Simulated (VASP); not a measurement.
VASP runs on Nb share one base input (LDA (Ceperley-Alder, Perdew-Zunger), plane waves, VASP's LDA PAW potentials (set 64)) and change the settings named in each case.

POSCAR:
```
Nb
1
    3.3176300000     0.0000000000     0.0000000000
    0.0000000000     3.3176300000     0.0000000000
    0.0000000000     0.0000000000    16.9764000000
Nb
4
Direct
 -0.0095680000   0.0136480000   0.4497310000
  0.4953810000   0.4834030000   0.3553750000
  0.0168550000  -0.0124470000   0.6461810000
  0.4973310000   0.5153960000   0.5487120000
```

**KPOINTS**
```
Automatic
0
gamma
7 7 1
0 0 0
```

INCAR:
```
# general
SYSTEM  = Nb
PREC    = Accurate
ENCUT   = 300
LREAL   = F
LASPH   = T

# electronic loop
EDIFF   = 1E-6
NELM    = 100
ALGO    = Normal
LMAXMIX = 4

# smearing
ISMEAR  = 0
SIGMA   = 0.272

# ions
ISIF    = 2

# output
LWAVE   = F
LCHARG  = F

# other
LDIPOL  = T
IDIPOL  = 3
DIPOL   = 0.5 0.5 0.5
```

POTCAR, in this order: Nb_sv (LDA.64 set). Program: vasp_std.

| change | E(σ→0) (eV/atom) | largest force (eV/Å) | −TS (eV) |
|---|---|---|---|
| base run | -10.1269 | 1.406 | -0.2723 |
| EDIFF = 1E-05 | -10.1269 | 1.406 | -0.2724 |
| SIGMA = 0.3, KPOINTS 5×5×1 Γ-centred mesh | -10.1273 | 1.293 | -0.3156 |
| KPOINTS 7×7×1 Γ-centred mesh shifted by (0.5, 0.5, 0) | -10.1243 | … | … |
| KPOINTS 11×11×1 Γ-centred mesh | -10.1251 | … | … |

Task: Fill in the missing entries.

Result: 
- KPOINTS 7×7×1 Γ-centred mesh shifted by (0.5, 0.5, 0), largest force (eV/Å): 1.346
- KPOINTS 7×7×1 Γ-centred mesh shifted by (0.5, 0.5, 0), −TS (eV): -0.2690
- KPOINTS 11×11×1 Γ-centred mesh, largest force (eV/Å): 1.371
- KPOINTS 11×11×1 Γ-centred mesh, −TS (eV): -0.2721

Energies of different potentials or functionals have different zeros.  The cell holds a wide vacuum, so values per volume refer to the whole cell.

Left out are runs that ran out of time, are held back, or changed the cell or the kind of run, fixed moments of cells without a moment, rows past the twelfth, gaps on odd meshes, pressures of charged cells and columns that move by less than the noise.

The cell is a sheet or thin cut with vacuum, built from a database entry that may be metastable or hypothetical.
